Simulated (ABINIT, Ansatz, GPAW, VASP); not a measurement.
# One structure in several programs: InBi (P4/nmm, 4 atoms in the cell)

Self-consistent single point.

```yaml
crystal:
  lattice:
    - [4.84796, 0.00000, 0.00000]
    - [0.00000, 4.84796, 0.00000]
    - [0.00000, 0.00000, 5.15543]
  atoms:
    - { symbol: In, position: [0.50000, 0.50000, 0.00000] }
    - { symbol: In, position: [0.00000, 0.00000, 0.00000] }
    - { symbol: Bi, position: [0.50000, 0.00000, 0.36001] }
    - { symbol: Bi, position: [0.00000, 0.50000, 0.63999] }
```

Shared settings, as Ansatz (a quantum-chemistry and plane-wave program) writes them: kpoints.mp_grid.grid = 5 5 5; scf.occupations.method = gaussian; scf.occupations.width = 0.272 eV. Potentials and cutoffs stand in the table.

```
code                                                            model  pressure (GPa)  largest force (eV/Å)   cutoff
------  -------------------------------------------------------------  --------------  --------------------  -------
GPAW    LDA (Perdew-Wang 92), GPAW PAW datasets LDA (gpaw-data 1.0.1)           -1.52                 0.218   600 eV
ABINIT                             LDA (PW92), PAW (JTH v2.0 LDA PAW)           -1.83                 0.260    20 Ha
VASP                     LDA (PZ), VASP's LDA PAW potentials (set 64)           -1.67                 0.263   300 eV
Ansatz                            LDA (PW92), PAW files made with PBE           -1.28                 0.258  default
```

On Ansatz's run: spin-orbit coupling is off.

The spread over the programs that give each value: pressure within 0.55 GPa; largest force within 0.045 eV/Å.

Ansatz's pressure is given at a fixed set of plane waves, as the other plane-wave codes print theirs. The same LDA comes in different parametrisations, which differ slightly.

VASP's run is marked for a possible Pulay error in its stress at this cutoff; no cutoff test was made.

The starting cell comes from a database of computed structures (which also holds hypothetical and non-ambient phases and stackings), without a prior relaxation at this level. Its lattice was rescaled by a random factor within 2.5 % of one.

Left out of this page: Elk and SIESTA (not drawn, or without a comparable value).

Keys are those of Ansatz 0.2.
